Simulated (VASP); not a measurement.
The system is Sb2Se3 (Antimonselite).

```
CELL_PARAMETERS angstrom
11.77000 0.00000 0.00000
0.00000 3.96200 0.00000
0.00000 0.00000 11.62000
ATOMIC_POSITIONS crystal
Sb 0.03050 0.25000 0.32800
Sb 0.96950 0.75000 0.67200
Sb 0.46950 0.75000 0.82800
Sb 0.53050 0.25000 0.17200
Sb 0.14780 0.75000 0.03970
Sb 0.85220 0.25000 0.96030
Sb 0.35220 0.25000 0.53970
Sb 0.64780 0.75000 0.46030
Se 0.05340 0.25000 0.87320
Se 0.94660 0.75000 0.12680
Se 0.44660 0.75000 0.37320
Se 0.55340 0.25000 0.62680
Se 0.13020 0.75000 0.44340
Se 0.86980 0.25000 0.55660
Se 0.36980 0.25000 0.94340
Se 0.63020 0.75000 0.05660
Se 0.21320 0.25000 0.19350
Se 0.78680 0.75000 0.80650
Se 0.28680 0.75000 0.69350
Se 0.71320 0.25000 0.30650
```

```yaml
Program: VASP 6.6.1
Task: relaxation of cell and atoms
Functional: LDA
Potentials_or_basis: VASP PAW LDA potentials, release 64 (Sb, Se)
Cutoff: 600 eV
k_mesh: 4 × 8 × 4
Occupations: gaussian, width 0.03 eV
Spin: no spin polarisation
```

At the start: pressure -0.7 GPa; volume 27.09 Å³/atom.

Question: Where does the relaxation end?

Answer: Over 30 steps the energy falls by 12.7 meV/atom and the volume is 25.59 Å³/atom (-5.5 %); space group Pnma (No. 62, to 0.05 Å).

The path:
| step | energy change (eV) | largest force (eV/Å) | pressure (GPa) | volume (Å³) |
| --- | --- | --- | --- | --- |
| 1 | 0.0000 | 0.2980 | -0.72 | 541.87 |
| 2 | -0.0907 | 0.2794 | -0.11 | 532.39 |
| 3 | -0.1327 | 0.2732 | 0.87 | 519.47 |
| 4 | -0.1796 | 0.2001 | 0.29 | 519.39 |
| 5 | -0.1915 | 0.2149 | -0.17 | 519.32 |
| 6 | -0.2099 | 0.1535 | -0.10 | 518.04 |
| 7 | -0.2263 | 0.1357 | 0.08 | 515.17 |
| 8 | -0.2367 | 0.0773 | -0.02 | 515.19 |
| 9 | -0.2398 | 0.0751 | -0.12 | 515.21 |
| 10 | -0.2425 | 0.0801 | 0.08 | 513.67 |
| 11 | -0.2428 | 0.0830 | 0.19 | 512.79 |
| 12 | -0.2448 | 0.0664 | 0.14 | 512.99 |
| 13 | -0.2468 | 0.0775 | -0.01 | 513.48 |
| 14 | -0.2479 | 0.0598 | -0.02 | 513.48 |
| 15 | -0.2498 | 0.0331 | -0.06 | 513.49 |
| 16 | -0.2499 | 0.0359 | -0.07 | 513.50 |
| 17 | -0.2506 | 0.0415 | 0.07 | 512.39 |
| 18 | -0.2506 | 0.0422 | 0.07 | 512.34 |
| 19 | -0.2512 | 0.0316 | 0.05 | 512.34 |
| 20 | -0.2517 | 0.0222 | 0.00 | 512.34 |
| 21 | -0.2523 | 0.0173 | -0.02 | 512.39 |
| 22 | -0.2523 | 0.0298 | -0.04 | 512.44 |
| 23 | -0.2524 | 0.0253 | -0.04 | 512.42 |
| 24 | -0.2526 | 0.0286 | 0.03 | 511.88 |
| 25 | -0.2527 | 0.0309 | 0.07 | 511.58 |
| 26 | -0.2528 | 0.0247 | 0.06 | 511.58 |
| 27 | -0.2530 | 0.0179 | 0.04 | 511.57 |
| 28 | -0.2530 | 0.0186 | 0.03 | 511.57 |
| 29 | -0.2531 | 0.0107 | 0.00 | 511.75 |
| 30 | -0.2531 | 0.0094 | -0.03 | 511.90 |

Final structure:
```cif
data_structure
_symmetry_space_group_name_H-M 'P 1'
_symmetry_Int_Tables_number 1
_cell_length_a 11.5202
_cell_length_b 3.9597
_cell_length_c 11.2218
_cell_angle_alpha 90.000
_cell_angle_beta 90.000
_cell_angle_gamma 90.000
_cell_volume 511.90
loop_
_atom_site_label
_atom_site_type_symbol
_atom_site_fract_x
_atom_site_fract_y
_atom_site_fract_z
_atom_site_occupancy
Sb1 Sb 0.01879 0.25000 0.32825 1
Sb2 Sb 0.98121 0.75000 0.67175 1
Sb3 Sb 0.48121 0.75000 0.82825 1
Sb4 Sb 0.51879 0.25000 0.17175 1
Sb5 Sb 0.15360 0.75000 0.03763 1
Sb6 Sb 0.84640 0.25000 0.96237 1
Sb7 Sb 0.34640 0.25000 0.53763 1
Sb8 Sb 0.65360 0.75000 0.46237 1
Se1 Se 0.05509 0.25000 0.86741 1
Se2 Se 0.94491 0.75000 0.13259 1
Se3 Se 0.44491 0.75000 0.36741 1
Se4 Se 0.55509 0.25000 0.63259 1
Se5 Se 0.12936 0.75000 0.44662 1
Se6 Se 0.87064 0.25000 0.55338 1
Se7 Se 0.37064 0.25000 0.94662 1
Se8 Se 0.62936 0.75000 0.05338 1
Se9 Se 0.21703 0.25000 0.19775 1
Se10 Se 0.78297 0.75000 0.80225 1
Se11 Se 0.28297 0.75000 0.69775 1
Se12 Se 0.71703 0.25000 0.30225 1
```
